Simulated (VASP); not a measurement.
Runs of VASP 6.6.1 on TaN. It takes space group Fm-3m (No. 225, cubic). The conventional cell has a = 4.423 Å, b = 4.423 Å, c = 4.423 Å, α = 90.00°, β = 90.00°, γ = 90.00°. Around Ta (site symmetry m-3m) lie 6 N at 2.21 Å. N (site symmetry m-3m) is surrounded by 6 Ta at 2.21 Å. The cell comes from a database or a generator and needn't be the stable form of this composition.

```csv
level,potentials or basis,gap on the mesh (eV),pressure (GPa),relaxed volume (Å³/atom)
AM05,"VASP PAW PBE potentials, release 64 (Ta_pv, N)",none,-0.1,(a)
PBE,"VASP PAW PBE potentials, release 64 (Ta_pv, N)",none,0.1,10.79
RPBE,"VASP PAW PBE potentials, release 64 (Ta_pv, N)",none,0.0,(b)
r2SCAN,"VASP PAW PBE potentials, release 64 (Ta_pv, N)",none,0.0,10.68
LDA,"VASP PAW LDA potentials, release 64 (Ta_pv, N)",none,-0.1,10.33
PBEsol,"VASP PAW PBE potentials, release 64 (Ta_pv, N)",none,0.0,10.50
PBE+D3(BJ),"VASP PAW PBE potentials, release 64 (Ta_pv, N)",none,-0.1,10.57
```

Alike in all rows: task relaxation of cell and atoms; no spin polarisation; cell relaxed; k mesh 14 × 14 × 14; cutoff (eV) 600; smearing methfessel-paxton 0.1 eV.

Task: Fill in the values left out.

Result: (a) 10.44; (b) 10.95.

Caveats: the PAW data sets were made with another functional, which shifts forces and pressure a little (some runs); pairwise dispersion overbinds metals, which lowers pressure and volume (some runs).

A k mesh can miss the band edges, and the runs leave out spin-orbit coupling on Ta.

A gap of «none» marks a metal or a gap under the smearing width.

Not every run made on this cell is shown here.
